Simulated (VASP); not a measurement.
# A VASP study of SrScIr2 (r2SCAN): structure first, properties next, part 2 of 5

Aim: relax SrScIr2, then compute properties on the relaxed cell. The cell is generated by rule, not measured, and may not be a known phase. Left out of this account: 1 further run (core levels: core levels are not valid at this level).

VASP 6.6.1, plane waves and PAW; the level of theory is named at each step.

Still holding for the runs below: This run has no spin polarisation. Its electron count is odd, so without a moment it is a metal by construction. The k-mesh is coarse for a metal.

So far. Step 2 (Rough relaxation of the start cell): It ends with forces that vanish by symmetry and a pressure of 0.03 GPa. The relaxed cell has a = 4.631, c = 5.249 Å (conventional setting).

## (3) Relaxing cell and atoms (r2SCAN)

Level of this step: r2SCAN; plane waves and PAW (Sr_sv, Sc_sv, Ir); invented cell (VASP).

Properties are meant for the cell that this level of theory prefers, so cell and atoms are relaxed first (ISIF = 3) until forces and stress are small; EDIFFG sets the threshold.

The input, INCAR:

```
SYSTEM = SrScIr2
PREC = Accurate
ENCUT = 400
EDIFF = 1E-06
NELM = 100
ISMEAR = 0
SIGMA = 0.05
LREAL = .FALSE.
ALGO = Normal
METAGGA = R2SCAN
LASPH = .TRUE.
NBANDS = 25
LORBIT = 11
LWAVE = .FALSE.
LCHARG = .FALSE.
KPAR = 2
IBRION = 2
NSW = 60
ISIF = 3
EDIFFG = -0.01
```

The input, POSCAR:

```
SrScIr2
1.0
    4.6306006160     -0.0000000003      0.0000000000
   -2.3153003136      4.0102177701      0.0000000000
    0.0000000000      0.0000000000      5.2494884629
Sr Sc Ir
1 1 2
Direct
    0.6666666700      0.3333333300      0.5000000000
    0.3333333300      0.6666666700      0.5000000000
    0.3333333300      0.6666666700      0.0000000000
    0.6666666700      0.3333333300      0.0000000000
```

The input, KPOINTS:

```
Automatic mesh
0
Gamma
6 6 4
0 0 0
```

Potentials, in the order of the species: Sr_sv, Sc_sv and Ir (PBE family, release 64).

Run with:

```bash
$ mpirun -np 2 vasp_std
```

Log:

```text
[banner, memory and clock lines left out]
running    2 mpi-ranks, on    1 nodes
 distrk:  each k-point on    1 cores,    2 groups
 distr:  one band on    1 cores,    1 groups

 POSCAR found type information on POSCAR SrScIr
 POSCAR found :  3 types and       4 ions
 [... a notice as in an earlier step ...]

 LDA part: xc-table for (None), standard interpolation
 POSCAR, INCAR and KPOINTS ok, starting setup
 FFT: planning ... GRIDC
 FFT: planning ... GRID_SOFT
 FFT: planning ... GRID
 WAVECAR not read
 entering main loop
       N       E                     dE             d eps       ncg     rms          rms(c)
DAV:   1     0.328121697472E+03    0.32812E+03   -0.15974E+04  1050   0.126E+03
DAV:   2    -0.891858712357E+02   -0.41731E+03   -0.41056E+03  1090   0.486E+02
DAV:   3    -0.135207004912E+03   -0.46021E+02   -0.44815E+02  1795   0.143E+02
DAV:   4    -0.139444217398E+03   -0.42372E+01   -0.41311E+01  1932   0.384E+01
DAV:   5    -0.139615016985E+03   -0.17080E+00   -0.17013E+00  1516   0.613E+00    0.355E+01
DAV:   6    -0.126930198393E+03    0.12685E+02   -0.23377E+01  1740   0.376E+01    0.130E+01
DAV:   7    -0.129085193439E+03   -0.21550E+01   -0.42949E+01  1796   0.272E+01    0.212E+01
DAV:   8    -0.126194036692E+03    0.28912E+01   -0.44758E+01  1711   0.315E+01    0.799E+00
DAV:   9    -0.126327357590E+03   -0.13332E+00   -0.24841E+00  1614   0.123E+01    0.516E+00
DAV:  10    -0.126220376511E+03    0.10698E+00   -0.60195E-01  1619   0.711E+00    0.233E+00
DAV:  11    -0.126200254116E+03    0.20122E-01   -0.20569E-01  1676   0.356E+00    0.557E-01
DAV:  12    -0.126202020095E+03   -0.17660E-02   -0.13450E-02  1686   0.108E+00    0.293E-01
DAV:  13    -0.126201586720E+03    0.43338E-03   -0.44647E-03  1683   0.540E-01    0.945E-02
DAV:  14    -0.126201594801E+03   -0.80811E-05   -0.25365E-04  1648   0.130E-01    0.564E-02
DAV:  15    -0.126201605592E+03   -0.10791E-04   -0.60980E-05  1859   0.593E-02    0.157E-02
DAV:  16    -0.126201607860E+03   -0.22684E-05   -0.12229E-05  1383   0.316E-02    0.498E-03
DAV:  17    -0.126201608804E+03   -0.94358E-06   -0.15934E-06   835   0.118E-02
   1 F= -.12620161E+03 E0= -.12619819E+03  d E =-.126202E+03
 curvature:   0.00 expect dE= 0.000E+00 dE for cont linesearch  0.000E+00
 trial: gam= 0.00000 g(F)=  0.292E-42 g(S)=  0.793E-03 ort = 0.000E+00 (trialstep = 0.100E+01)
 search vector abs. value=  0.793E-03
 bond charge predicted
       N       E                     dE             d eps       ncg     rms          rms(c)
DAV:   1    -0.126207806538E+03   -0.61987E-02   -0.22815E-01  1295   0.535E+00    0.932E-01
DAV:   2    -0.126203766819E+03    0.40397E-02   -0.35289E-02  1397   0.159E+00    0.407E-01
DAV:   3    -0.126203946779E+03   -0.17996E-03   -0.35991E-02  1684   0.126E+00    0.408E-01
DAV:   4    -0.126201334352E+03    0.26124E-02   -0.11868E-02  1651   0.601E-01    0.914E-02
DAV:   5    -0.126201494882E+03   -0.16053E-03   -0.77334E-04  1923   0.251E-01    0.649E-02
DAV:   6    -0.126201459062E+03    0.35820E-04   -0.28887E-04  2011   0.147E-01    0.415E-02
DAV:   7    -0.126201463890E+03   -0.48278E-05   -0.50911E-05  1946   0.626E-02    0.243E-02
DAV:   8    -0.126201465424E+03   -0.15346E-05   -0.10549E-05  1934   0.195E-02    0.894E-03
DAV:   9    -0.126201464800E+03    0.62389E-06   -0.10578E-06   765   0.100E-02
   2 F= -.12620146E+03 E0= -.12619788E+03  d E =0.144003E-03
 trial-energy change:    0.000144  1 .order    0.000131   -0.000793    0.001055
 step:   0.4189(harm=  0.4291)  dis= 0.00000  next Energy=  -126.201774 (dE=-0.165E-03)
 bond charge predicted
       N       E                     dE             d eps       ncg     rms          rms(c)
DAV:   1    -0.126203887444E+03   -0.24220E-02   -0.76905E-02  1277   0.311E+00    0.542E-01
DAV:   2    -0.126202380848E+03    0.15066E-02   -0.10921E-02  1353   0.915E-01    0.197E-01
DAV:   3    -0.126202455817E+03   -0.74968E-04   -0.98490E-03  1692   0.681E-01    0.218E-01
DAV:   4    -0.126201740452E+03    0.71537E-03   -0.38321E-03  1716   0.345E-01    0.614E-02
DAV:   5    -0.126201773491E+03   -0.33040E-04   -0.28616E-04  1758   0.130E-01    0.369E-02
DAV:   6    -0.126201765035E+03    0.84559E-05   -0.10182E-04  2032   0.877E-02    0.252E-02
DAV:   7    -0.126201768515E+03   -0.34797E-05   -0.12958E-05  1528   0.245E-02    0.159E-02
DAV:   8    -0.126201772063E+03   -0.35484E-05   -0.48939E-06  1778   0.130E-02    0.471E-03
DAV:   9    -0.126201772323E+03   -0.25977E-06   -0.50036E-07   590   0.480E-03
   3 F= -.12620177E+03 E0= -.12619829E+03  d E =-.163519E-03
 curvature:  -0.21 expect dE=-0.111E-06 dE for cont linesearch -0.111E-06
 trial: gam=-0.02487 g(F)=  0.178E-42 g(S)=  0.518E-06 ort = 0.202E-04 (trialstep = 0.884E+00)
 search vector abs. value=  0.199E-08
 reached required accuracy - stopping structural energy minimisation
```

Run time: 97 s. Hardware: 2 MPI ranks of Intel Xeon 6975P-C (Granite Rapids), shared host; peak memory 0.41 GiB; 3.2 min of CPU time.

OUTCAR, selected parts (step 3):

```text
  LATTYP: Found a hexagonal cell.
 ALAT       =     4.6306006160
 C/A-ratio  =     1.1336517437

The static configuration has the point symmetry D_3h.

 Found     21 irreducible k-points:

   k-points           NKPTS =     21   k-points in BZ     NKDIM =     21   number of bands    NBANDS=     25

   dimension x,y,z NGX =    30 NGY =   30 NGZ =   36
   dimension x,y,z NGXF=    60 NGYF=   60 NGZF=   72

   ENCUT  =  400.0 eV  29.40 Ry    5.42 a.u.   7.55  7.55  8.56*2*pi/ulx,y,z

   NELECT =      39.0000    total number of electrons

 E-fermi :   3.8221

 k-point     1 :       0.0000    0.0000    0.0000
  band No.  band energies     occupation
    ...
     16       1.8914      2.00000
     17       1.8914      2.00000
     18       2.8174      2.00000
     19       2.8174      2.00000
     20       2.9744      2.00000
     21       5.3324      0.00000
     22       5.3325      0.00000
     23       5.4395      0.00000
     24       6.2861      0.00000
     25       6.2861      0.00000

 k-point     2 :       0.1667    0.0000    0.0000
  band No.  band energies     occupation
    ...
     16       2.2102      2.00000
     17       2.4789      2.00000
     18       2.5567      2.00000
     19       2.9674      2.00000
     20       3.4357      2.00000
     21       4.7399      0.00000
     22       5.0561      0.00000
     23       6.0601      0.00000
     24       6.2488      0.00000
     25       6.3043      0.00000

  Total        0.0016883      0.0016883      0.0061055     -0.0000000     -0.0000000      0.0000000
  in kB        0.0276983      0.0276983      0.1001670     -0.0000000     -0.0000000      0.0000000
  external PRESSURE =       0.0518546 kB  Pullay stress =       0.0000000 kB

  energy-cutoff  :      400.00
  volume of cell :       97.66
      direct lattice vectors                 reciprocal lattice vectors
     4.631927095 -0.000000000  0.000000000     0.215892863  0.124645803 -0.000000000
    -2.315963553  4.011366535 -0.000000000     0.000000000  0.249291605 -0.000000000
     0.000000000  0.000000000  5.255948247     0.000000000  0.000000000  0.190260625

 POSITION                                       TOTAL-FORCE (eV/Angst)
 -----------------------------------------------------------------------------------
      2.31596      1.33712      2.62797        -0.000000      0.000000      0.000000
     -0.00000      2.67424      2.62797         0.000000     -0.000000     -0.000000
     -0.00000      2.67424      5.25595        -0.000000      0.000000      0.000000
      2.31596      1.33712      5.25595         0.000000     -0.000000      0.000000
 -----------------------------------------------------------------------------------
    total drift:                                0.000011     -0.000006     -0.000000

  FREE ENERGIE OF THE ION-ELECTRON SYSTEM (eV)
  ---------------------------------------------------
  free  energy   TOTEN  =      -126.2017723231 eV

  energy  without entropy=     -126.1948087746  energy(sigma->0) =     -126.19829055

 total charge
# of ion       s       p       d       tot
------------------------------------------
    1        2.051   5.856   0.582   8.489
    2        2.212   6.086   1.320   9.618
    3        0.730   0.409   6.973   8.112
    4        0.733   0.364   7.071   8.168
--------------------------------------------------
tot          5.727  12.715  15.946  34.388

[... 2 parts as in an earlier step ...]

[... 7 further parts left out ...]
```

Relaxation path:

```
step  energy less that of the first step (eV)  largest force (eV/Å)  pressure (GPa)  volume (Å³)
   1                                   0.0000                0.0000            0.20        97.48
   2                                   0.0001                0.0000           -0.26        97.90
   3                                  -0.0002                0.0000            0.01        97.66
```

```
conventional cell, symmetrised  before  after  change
                         a (Å)   4.631  4.632  +0.0 %
                         b (Å)   4.631  4.632  +0.0 %
                         c (Å)   5.249  5.256  +0.1 %
              volume (Å³/atom)   24.37  24.41  +0.2 %
```

Final coordinates:

```xyz
4
Lattice="4.6319 0.0000 0.0000 -2.3160 4.0114 0.0000 0.0000 0.0000 5.2559" Properties=species:S:1:pos:R:3 pbc="T T T"
Sr    2.3160    1.3371    2.6280
Sc    0.0000    2.6742    2.6280
Ir    0.0000    2.6742    0.0000
Ir    2.3160    1.3371    0.0000
```

This step gave:

```yaml
irreducible_k_points: 21
free_energy_toten: -126.2018 eV
energy_at_zero_smearing: -126.1983 eV
fermi_energy: 3.822 eV
pressure: 0.005185 GPa
scf_cycles_over_all_ionic_steps: 35
```

It ends with forces that vanish by symmetry and a pressure of 0.01 GPa.

(Continued in part 3 of 5.)

[Lines on the potential files, build, host, timing and source positions are cut from VASP's logs without a mark.]

[Logs are printed without paths, hosts, clocks, repeated set-up lines and the standing remarks that a program may print on its own settings, such as how far it seeks lower states.]

[Hosts, paths, dates, database ids (printed as entryN), source tags and the programs' standing remarks are cut or masked in the printed files.]

[A measured line is paired with the nearest computed mode of its activity, which favours agreement.]
